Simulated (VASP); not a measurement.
VASP runs on CdSe (space group P6_3mc) share one base input (PBE GGA, plane waves, VASP's PBE PAW potentials (set 64)) and change the settings named in each case.

### KPOINTS
```
Automatic
0
gamma
 4 4 1
0 0 0
```

**POSCAR**
```
CdSe
4.4077990
  1.0000000000   0.0000000000   0.0000000000
 -0.4999998866   0.8660251976   0.0000000000
  0.0000000000   0.0000000000   4.9069567374
Cd Se
6 6
direct
  0.0000000000   0.0000000000   0.0000000000
  0.0000000000   0.0000000000   0.5000000000
  0.6666670000   0.3333330000   0.8332500000
  0.3333330000   0.6666670000   0.3332500000
  0.6666670000   0.3333330000   0.1665000000
  0.3333330000   0.6666670000   0.6665000000
  0.0000000000   0.0000000000   0.8746000000
  0.0000000000   0.0000000000   0.3746000000
  0.6666670000   0.3333330000   0.7078500000
  0.3333330000   0.6666670000   0.2078500000
  0.6666670000   0.3333330000   0.0415000000
  0.3333330000   0.6666670000   0.5415000000
```

INCAR:
```
! general
SYSTEM   =  CdSe
PREC     =  Accurate
ENCUT    =  300
LREAL    =  .FALSE.
LASPH    =  .TRUE.   ! aspherical one-centre terms

! electronic loop
EDIFF    =  1E-6   ! SCF stop (eV)
NELM     =  100   ! most electronic steps
ALGO     =  Normal
LMAXMIX  =  4   ! l cut-off of mixed one-centre charges

! smearing
ISMEAR   =  -1   ! Fermi-Dirac
SIGMA    =  0.136

! functional
GGA      =  PE

! ions
ISIF     =  2

! output
LWAVE    =  .FALSE.
LCHARG   =  .FALSE.
```

POTCAR, in this order: Cd Se (PBE.64 set). Program: vasp_std.

```json
[
 {"change": "base run", "E(σ→0) (eV/atom)": "-2.7346", "pressure (GPa)": "-0.50", "−TS (eV)": "-0.0392"},
 {"change": "EDIFF = 1E-09, ENCUT = 420, KPOINTS 6×6×2 Γ-centred mesh", "E(σ→0) (eV/atom)": "-2.7468", "pressure (GPa)": "-0.85", "−TS (eV)": "-0.0149"},
 {"change": "EDIFF = 1E-03, ENCUT = 150, ISMEAR = 0, SIGMA = 0.2, KPOINTS 2×2×2 Γ-centred mesh shifted by (0.5, 0.5, 0.5)", "E(σ→0) (eV/atom)": "1.4604", "pressure (GPa)": "-220.17", "−TS (eV)": "0.0000"},
 {"change": "ENCUT = 240, GGA removed, ISMEAR = 1, SIGMA = 0.5, KPOINTS 2×2×2 Γ-centred mesh, POTCAR Cd Se (LDA.64 set)", "E(σ→0) (eV/atom)": "-3.0467", "pressure (GPa)": "-10.62", "−TS (eV)": "0.0875"},
 {"change": "ENCUT = 240, KPOINTS 6×6×6 Γ-centred mesh", "E(σ→0) (eV/atom)": "-2.7236", "pressure (GPa)": "-8.03", "−TS (eV)": "-0.0135"},
 {"change": "ENCUT = 180, GGA removed, KPOINTS 3×3×3 Γ-centred mesh shifted by (0.5, 0.5, 0.5), POTCAR Cd Se (LDA.64 set)", "E(σ→0) (eV/atom)": "-2.3457", "pressure (GPa)": "-92.06", "−TS (eV)": "-0.0021"}
]
```
 Energies of different potentials or functionals have different zeros.  At 300 eV the pressure can carry a Pulay error.

Left out are runs that ran out of time, are held back, or changed the cell or the kind of run, fixed moments of cells without a moment, rows past the twelfth, gaps on odd meshes, pressures of charged cells and columns that move by less than the noise.

The structure was generated: CdSe was put into an ordered model structure, which need not be its known phase. The cell was not relaxed at this level, its lattice was scaled by up to 2.5 %.
